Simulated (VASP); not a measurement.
**MgS (Niningerite): GW quasiparticle gap**

How does the gap of MgS (Niningerite) change from the starting functional to GW? The cell is of the rock-salt type, one of the forms listed for this formula. The start is a cell from a database of measured crystal structures.

Program: VASP 6.6.1. Level of theory: PBE; plane waves and PAW (S_GW, Mg_GW), in the first sound run; inputs show where later runs differ. Results are calculated unless marked as measured.

Most raw output is cut from this account.

## Step 1: Set-up

It takes space group Fm-3m (No. 225, cubic). The conventional cell has a = 5.203 Å, b = 5.203 Å, c = 5.203 Å, α = 90.00°, β = 90.00°, γ = 90.00°. S has 6 Mg at 2.60 Å nearest. Mg has 6 S at 2.60 Å nearest. Farther neighbours and most contacts between anions are not listed.

## Step 2: Ground state

The orbitals come from a self-consistent PBE run with a tight EDIFF and a narrow smearing. KPOINTS_OPT adds the bands along a path, which shows whether the mesh holds the band edges.

Contents of INCAR:

```
SYSTEM = MgS
PREC = Accurate
ENCUT = 300
EDIFF = 1E-08
NELM = 100
ISMEAR = 0
SIGMA = 0.01
LREAL = .FALSE.
ALGO = Normal
GGA = PE
NBANDS = 10
LORBIT = 11
LWAVE = .TRUE.
LCHARG = .FALSE.
KPAR = 8
```

Contents of POSCAR:

```
MgS
1.0
    0.0000000000      2.6016500000      2.6016500000
    2.6016500000      0.0000000000      2.6016500000
    2.6016500000      2.6016500000      0.0000000000
S Mg
1 1
Direct
    0.5000000000      0.5000000000      0.5000000000
    0.0000000000      0.0000000000      0.0000000000
```

Contents of KPOINTS:

```
Automatic mesh
0
Gamma
4 4 4
0 0 0
```

Contents of KPOINTS_OPT:

```
Line mode
12
Line-mode
Reciprocal
  0.00000000   0.00000000   0.00000000 GAMMA
  0.50000000   0.00000000   0.50000000 X

  0.50000000   0.00000000   0.50000000 X
  0.50000000   0.25000000   0.75000000 W

  0.50000000   0.25000000   0.75000000 W
  0.37500000   0.37500000   0.75000000 K

  0.37500000   0.37500000   0.75000000 K
  0.00000000   0.00000000   0.00000000 GAMMA

  0.00000000   0.00000000   0.00000000 GAMMA
  0.50000000   0.50000000   0.50000000 L

  0.50000000   0.50000000   0.50000000 L
  0.62500000   0.25000000   0.62500000 U

  0.62500000   0.25000000   0.62500000 U
  0.50000000   0.25000000   0.75000000 W

  0.50000000   0.25000000   0.75000000 W
  0.50000000   0.50000000   0.50000000 L

  0.50000000   0.50000000   0.50000000 L
  0.37500000   0.37500000   0.75000000 K

  0.62500000   0.25000000   0.62500000 U
  0.50000000   0.00000000   0.50000000 X
```

Potentials, in the order of the species: S_GW and Mg_GW (PBE family, release 64).

Launch:

```sh
> mpirun -np 8 vasp_std
```

Run time: 3.8 s. Hardware: 8 MPI ranks of Intel Xeon Platinum 8259CL at 2.50GHz (Skylake/Cascade Lake), shared host; peak memory 1 GiB.

This step gave:

| Item | Value |
| --- | --- |
| free energy (TOTEN) | -8.455 eV |
| Fermi energy | 3.870 eV |
| pressure | 1.006 GPa |
| least gap on mesh and path | 2.752 eV |
| least direct gap on mesh and path | 3.697 eV |

The highest empty bands on the path are converged less tightly, to about 0.1 eV. Electronic bands along the path, in eV, zero at the valence-band top; v1 is the highest filled band, c1 the lowest empty one:

| point | v3 | v2 | v1 | c1 | c2 | c3 | c4 |
| --- | --- | --- | --- | --- | --- | --- | --- |
| Γ | 0.00 | 0.00 | 0.00 | 3.70 | 7.92 | 7.92 | 7.92 |
| 0.55 of the way | -2.81 | -1.09 | -1.09 | 4.67 | 5.40 | 8.57 | 10.47 |
| X | -4.20 | -1.69 | -1.69 | 2.75 | 4.38 | 11.99 | 12.70 |
| 0.45 of the way | -4.00 | -2.17 | -2.01 | 3.62 | 5.30 | 10.31 | 10.83 |
| W | -3.24 | -3.24 | -2.37 | 5.23 | 7.94 | 7.94 | 8.03 |
| 0.45 of the way | -3.56 | -3.12 | -1.93 | 4.66 | 6.94 | 8.70 | 9.19 |
| K | -3.70 | -3.19 | -1.36 | 3.88 | 6.69 | 9.64 | 10.06 |
| 0.55 of the way | -2.78 | -1.26 | -0.24 | 6.01 | 7.21 | 7.45 | 7.96 |
| Γ | 0.00 | 0.00 | 0.00 | 3.70 | 7.92 | 7.92 | 7.92 |
| 0.45 of the way | -2.50 | -0.28 | -0.28 | 4.96 | 7.92 | 7.92 | 8.04 |
| L | -4.84 | -0.59 | -0.59 | 4.53 | 6.87 | 6.87 | 10.09 |
| 0.45 of the way | -4.51 | -1.76 | -0.86 | 5.16 | 6.46 | 7.71 | 9.89 |
| U | -3.70 | -3.19 | -1.36 | 3.88 | 6.69 | 9.64 | 10.06 |
| 0.45 of the way | -3.60 | -3.14 | -1.79 | 4.46 | 6.85 | 8.90 | 9.42 |
| W | -3.24 | -3.24 | -2.37 | 5.23 | 7.94 | 7.94 | 8.03 |
| 0.55 of the way | -4.40 | -1.96 | -1.05 | 5.65 | 5.92 | 8.15 | 9.60 |
| L | -4.84 | -0.59 | -0.59 | 4.53 | 6.87 | 6.87 | 10.09 |
| 0.45 of the way | -4.51 | -1.76 | -0.86 | 5.16 | 6.46 | 7.71 | 9.89 |
| K | -3.70 | -3.19 | -1.36 | 3.88 | 6.69 | 9.64 | 10.06 |
| jump to U | -3.70 | -3.19 | -1.36 | 3.88 | 6.69 | 9.64 | 10.06 |
| 0.45 of the way | -4.05 | -2.34 | -1.59 | 3.25 | 5.13 | 10.99 | 11.21 |
| X | -4.20 | -1.69 | -1.69 | 2.75 | 4.38 | 11.99 | 12.70 |

Of the projections kept (S, Mg), the largest for each band there; the rest of the weight can lie on other orbitals:

| point | v3 | v2 | v1 | c1 | c2 | c3 | c4 |
| --- | --- | --- | --- | --- | --- | --- | --- |
| Γ | S 0.97 | S 0.97 | S 0.97 | S 0.65 | S 0.70 | S 0.70 | S 0.70 |
| X | S 0.87 | S 0.92 | S 0.92 | Mg 0.71 | S 0.68 | S 0.86 | S 0.71 |
| W | S 0.88 | S 0.88 | S 0.81 | S 0.53 | S 0.88 | S 0.88 | Mg 0.54 |
| K | S 0.88 | S 0.82 | S 0.93 | Mg 0.63 | S 0.77 | S 0.57 | S 0.91 |
| Γ | S 0.97 | S 0.97 | S 0.97 | S 0.65 | S 0.70 | S 0.70 | S 0.70 |
| L | S 0.76 | S 0.97 | S 0.97 | S 0.72 | Mg 0.53 | Mg 0.53 | Mg 0.56 |

The cell has a gap of 2.75 eV on mesh and path.

## Step 3: Empty bands, functional PBE

The next step needs empty bands that the ground-state run didn't converge, so the Hamiltonian is diagonalised exactly for NBANDS bands, in a single step. LOPTICS writes the k-derivatives of the orbitals (WAVEDER), which give the long-wavelength limit of the screening.

Contents of INCAR:

```
SYSTEM = MgS
PREC = Accurate
ENCUT = 300
ISMEAR = 0
SIGMA = 0.01
LREAL = .FALSE.
GGA = PE
NBANDS = 232
ALGO = Exact
NELM = 1
LWAVE = .TRUE.
LCHARG = .FALSE.
LOPTICS = .TRUE.
NEDOS = 1000
CSHIFT = 0.1
```

POSCAR is that of step 2.

KPOINTS is that of step 2.

Launch:

```sh
> mpirun -np 8 vasp_std
```

Wall time 2.2 s (8 MPI ranks); peak memory 0.85 GiB.

The gap is read on the k-mesh alone, so it is an upper bound where the band edges lie off the mesh.

A gap read on the k-mesh alone can miss the band edges.

This step gave:

```
gap on the k-mesh              : 2.751 eV
least direct gap on the k-mesh : 3.697 eV
```

WAVECAR now holds 232 bands for 8 electrons. Its independent-particle dielectric tensor has xx, yy, zz = 7.1, 7.1, 7.1 on this mesh, which isn't tested for convergence in mesh or bands and lacks local fields.

## Step 4: evGW0

This step: evGW0 on PBE; plane waves and PAW (S_GW, Mg_GW) (VASP 6.6.1).

The lowest NBANDSGW levels in G are updated for four passes while W stays fixed, so the result depends less on the starting levels.

Contents of INCAR:

```
SYSTEM = MgS
PREC = Accurate
ENCUT = 300
ISMEAR = 0
SIGMA = 0.01
LREAL = .FALSE.
GGA = PE
NBANDS = 232
ALGO = EVGW0
NELMGW = 4
ENCUTGW = 200
NOMEGA = 64
PRECFOCK = Fast
NBANDSGW = 16
LWAVE = .FALSE.
LCHARG = .FALSE.
```

POSCAR is that of step 3.

KPOINTS is that of step 3.

Launch:

```sh
> mpirun -np 8 vasp_std
```

The job ended after 81 s (8 MPI ranks; peak memory 1.7 GiB).

This step gave:

```
quasiparticle gap on the mesh                 : 4.619 eV
smallest direct quasiparticle gap on the mesh : 5.510 eV
gap of the starting orbitals on the mesh      : 2.751 eV
```

QP gap by iteration, by row:

| iteration | gap (eV) | direct gap (eV) |
| --- | --- | --- |
| 1 | 4.347 | 5.233 |
| 2 | 4.575 | 5.464 |
| 3 | 4.612 | 5.503 |
| 4 | 4.619 | 5.51 |

GW takes the gap from 2.751 to 4.619 eV. The last pass still moved it by +7 meV. The value holds for 232 bands, ENCUTGW = 200 eV and this mesh, and isn't shown to be converged in them.

## Step 5: evGW

This step: evGW on PBE; plane waves and PAW (S_GW, Mg_GW) (VASP 6.6.1).

The levels are updated in both G and W; wider gaps weaken the screening and open the gap further.

Edit INCAR of step 4 so:

```diff
@@ -8,3 +8,3 @@
 NBANDS = 232
-ALGO = EVGW0
+ALGO = EVGW
 NELMGW = 4
```

POSCAR is that of step 4.

KPOINTS is that of step 4.

Launch:

```sh
> mpirun -np 8 vasp_std
```

It took 81 s on 8 MPI ranks; peak memory 1.7 GiB; 9.5 min of CPU time.

Numbers from this step:

- quasiparticle gap on the mesh: 4.959 eV
- smallest direct quasiparticle gap on the mesh: 5.867 eV

QP gap by iteration, by row:

| iteration | gap (eV) | direct gap (eV) |
| --- | --- | --- |
| 1 | 4.347 | 5.233 |
| 2 | 4.791 | 5.691 |
| 3 | 4.92 | 5.827 |
| 4 | 4.959 | 5.867 |

GW takes the gap from 2.751 to 4.959 eV. That is +340 meV against evGW0 on PBE. The last pass still moved it by +39 meV. The value holds for 232 bands, ENCUTGW = 200 eV and this mesh, and isn't shown to be converged in them.

## Step 6: QPGW0

This step: QPGW0 on PBE; plane waves and PAW (S_GW, Mg_GW) (VASP 6.6.1).

Here the orbitals are updated too, by diagonalising a Hermitian self-energy in the bands up to NBANDSGW.

Edit INCAR of step 5 so:

```diff
@@ -8,3 +8,3 @@
 NBANDS = 232
-ALGO = EVGW
+ALGO = QPGW0
 NELMGW = 4
@@ -13,3 +13,3 @@
 PRECFOCK = Fast
-NBANDSGW = 16
+NBANDSGW = 24
 LWAVE = .FALSE.
```

POSCAR is that of step 5.

KPOINTS is that of step 5.

Launch:

```sh
> mpirun -np 8 vasp_std
```

The job ended after 3.9 min (8 MPI ranks; peak memory 2 GiB; 27 min of CPU time).

Numbers from this step:

| Item | Value |
| --- | --- |
| quasiparticle gap on the mesh | 4.704 eV |
| smallest direct quasiparticle gap on the mesh | 5.574 eV |

QP gap by iteration, by row:

| iteration | gap (eV) | direct gap (eV) |
| --- | --- | --- |
| 1 | 4.343 | 5.228 |
| 2 | 4.615 | 5.495 |
| 3 | 4.682 | 5.556 |
| 4 | 4.704 | 5.574 |

GW takes the gap from 2.751 to 4.704 eV. That is +85 meV against evGW0 on PBE. The last pass still moved it by +22 meV. The value holds for 232 bands, ENCUTGW = 200 eV and this mesh, and isn't shown to be converged in them.

## Step 7: Orbitals for another starting point

This step: PBE; plane waves and PAW (S_GW, Mg_GW) (VASP 6.6.1).

A hybrid converges faster from good orbitals, so a cheap PBE run writes WAVECAR first.

Contents of INCAR:

```
SYSTEM = MgS
PREC = Accurate
ENCUT = 300
EDIFF = 1E-05
NELM = 100
ISMEAR = 0
SIGMA = 0.01
LREAL = .FALSE.
ALGO = Normal
GGA = PE
NBANDS = 10
LORBIT = 11
LWAVE = .TRUE.
LCHARG = .FALSE.
KPAR = 8
```

POSCAR is that of step 6.

KPOINTS is that of step 6.

Launch:

```sh
> mpirun -np 8 vasp_std
```

The job ended after 1.8 s (8 MPI ranks; peak memory 0.98 GiB; 8.9 s of CPU time).

Numbers from this step:

```yaml
pressure: 0.9940 GPa
least_direct_gap_on_the_k_mesh: 3.696 eV
```

The run ends at a pressure of 0.99 GPa.

## Step 8: Another starting point

This step: HSE06; plane waves and PAW (S_GW, Mg_GW) (VASP 6.6.1).

To see how much the result owes to its start, the ground state is made again with HSE06. EDIFF is tight for accurate orbitals, and a narrow smearing avoids fractional occupations.

Contents of INCAR:

```
SYSTEM = MgS
PREC = Accurate
ENCUT = 300
EDIFF = 1E-08
NELM = 100
ISMEAR = 0
SIGMA = 0.01
LREAL = .FALSE.
ALGO = Normal
LHFCALC = .TRUE.
AEXX = 0.25
GGA = PE
HFSCREEN = 0.2
LASPH = .TRUE.
NBANDS = 10
PRECFOCK = Fast
LORBIT = 11
LWAVE = .TRUE.
LCHARG = .FALSE.
KPAR = 8
```

POSCAR is that of step 7.

KPOINTS is that of step 7.

The run starts from files that an earlier step left in the folder.

Launch:

```sh
> mpirun -np 8 vasp_std
```

Elapsed: 15 s, on 8 MPI ranks; peak memory 1.7 GiB.

The k-mesh is coarse for exact exchange; levels may shift by about 0.1 eV on a finer one. The PAW data sets were made with PBE, which is usual practice but a small mismatch for other functionals.

This step gave:

- free energy (TOTEN): -9.868 eV
- Fermi energy: 3.171 eV
- gap on the k-mesh: 3.783 eV
- least direct gap on the k-mesh: 4.823 eV

## Step 9: Empty bands, functional HSE06

ALGO = Exact makes the empty bands from the converged ground state in one step. LOPTICS writes the k-derivatives of the orbitals (WAVEDER), which give the long-wavelength limit of the screening.

Contents of INCAR:

```
SYSTEM = MgS
PREC = Accurate
ENCUT = 300
ISMEAR = 0
SIGMA = 0.01
LREAL = .FALSE.
LHFCALC = .TRUE.
AEXX = 0.25
GGA = PE
HFSCREEN = 0.2
LASPH = .TRUE.
NBANDS = 232
PRECFOCK = Fast
ALGO = Exact
NELM = 1
LWAVE = .TRUE.
LCHARG = .FALSE.
LOPTICS = .TRUE.
NEDOS = 1000
CSHIFT = 0.1
```

POSCAR is that of step 8.

KPOINTS is that of step 8.

The WAVECAR or CHGCAR of an earlier step is read.

Launch:

```sh
> mpirun -np 8 vasp_std
```

Run time: 27 s. Hardware: 8 MPI ranks; peak memory 1.7 GiB; 3.2 min of CPU time.

## Step 10: G0W0

This step: G0W0 on HSE06; plane waves and PAW (S_GW, Mg_GW) (VASP 6.6.1).

One pass of GW corrects the levels to first order, with G and W from the starting orbitals.

Contents of INCAR:

```
SYSTEM = MgS
PREC = Accurate
ENCUT = 300
ISMEAR = 0
SIGMA = 0.01
LREAL = .FALSE.
LHFCALC = .TRUE.
AEXX = 0.25
GGA = PE
HFSCREEN = 0.2
LASPH = .TRUE.
NBANDS = 232
PRECFOCK = Fast
ALGO = EVGW0
NELMGW = 1
ENCUTGW = 200
NOMEGA = 64
NBANDSGW = 16
LWAVE = .FALSE.
LCHARG = .FALSE.
```

POSCAR is that of step 9.

KPOINTS is that of step 9.

The WAVECAR or CHGCAR of an earlier step is read.

Launch:

```sh
> mpirun -np 8 vasp_std
```

Wall time 25 s (8 MPI ranks); peak memory 2.4 GiB; 2.8 min of CPU time.

Numbers from this step:

```
quasiparticle gap on the mesh                 : 4.812 eV
smallest direct quasiparticle gap on the mesh : 5.740 eV
gap of the starting orbitals on the mesh      : 3.783 eV
```

GW takes the gap from 3.783 to 4.812 eV. That is +465 meV against the one-shot pass on PBE. The value holds for 232 bands, ENCUTGW = 200 eV and this mesh, and isn't shown to be converged in them.

## Step 11: Summary

This step: GW series: evGW0 on PBE, evGW on PBE, QPGW0 on PBE, G0W0 on HSE06; plane waves and PAW (VASP 6.6.1).

Derived from the runs above.

Cost is wall time times ranks on a shared host, with the step that makes the empty bands. GW runs:

| level | bands | ENCUTGW (eV) | NOMEGA | k mesh | starting gap (eV) | quasiparticle gap (eV) | direct gap (eV) | cost (core minutes) |
| --- | --- | --- | --- | --- | --- | --- | --- | --- |
| evGW0 on PBE | 232 | 200 | 64 | 4x4x4 | 2.751 | 4.619 | 5.51 | 11.09 |
| evGW on PBE | 232 | 200 | 64 | 4x4x4 | 2.751 | 4.959 | 5.867 | 11.09 |
| QPGW0 on PBE | 232 | 200 | 64 | 4x4x4 | 2.751 | 4.704 | 5.574 | 31.11 |
| G0W0 on HSE06 | 232 | 200 | 64 | 4x4x4 | 3.783 | 4.812 | 5.74 | 6.93 |

## Step 12: Outcome

* evGW0 on PBE, 232 bands, ENCUTGW 200 eV, NOMEGA 64, mesh 4×4×4: 2.751 → 4.619 eV
* evGW on PBE, 232 bands, ENCUTGW 200 eV, NOMEGA 64, mesh 4×4×4: 2.751 → 4.959 eV
* QPGW0 on PBE, 232 bands, ENCUTGW 200 eV, NOMEGA 64, mesh 4×4×4: 2.751 → 4.704 eV
* G0W0 on HSE06, 232 bands, ENCUTGW 200 eV, NOMEGA 64, mesh 4×4×4: 3.783 → 4.812 eV

**Reading.** evGW0 gives a quasiparticle gap of 4.619 eV on the mesh, 1.87 eV over the PBE gap on the same mesh. On mesh and path the starting valence top lies at Γ and the conduction bottom at (0.5, 0.5, 0), so the starting gap is indirect. Both points lie on the GW mesh. Over the final values of the levels run here the gap spans 4.62 to 4.96 eV. In evGW0 the first pass, which is the one-shot result, gives 4.347 eV and pass 4 gives 4.619 eV; the last pass changed the gap by +7 meV, so the loop is converged. In evGW the first pass, which is the one-shot result, gives 4.347 eV and pass 4 gives 4.959 eV; the last pass changed the gap by +39 meV, so more passes would move it further. In QPGW0 the first pass gives 4.343 eV and pass 4 gives 4.704 eV; the last pass changed the gap by +22 meV, so more passes would move it further. One-shot gaps: 4.347 eV from PBE and 4.812 eV from HSE06. The starting gaps span 1.03 eV and the one-shot gaps 0.46 eV. Bands, response cutoff and mesh weren't tested for convergence. Not tabulated here, as repeats of values shown or as unfit to read for their mesh, reference level or band range: eps2 curves (empty bands); eps1 curves and static values (empty bands); gaps (empty bands).

[Lines on the potential files, build, host, timing and source positions are cut from VASP's logs without a mark.]

[Logs are printed without paths, hosts, clocks, repeated set-up lines and the standing remarks that a program may print on its own settings, such as how far it seeks lower states.]

[Hosts, paths, dates, database ids (printed as entryN), source tags and the programs' standing remarks are cut or masked in the printed files.]

[Pressures printed for these runs are not shown converged in the cutoff: they can be off by several GPa and have the wrong sign.]
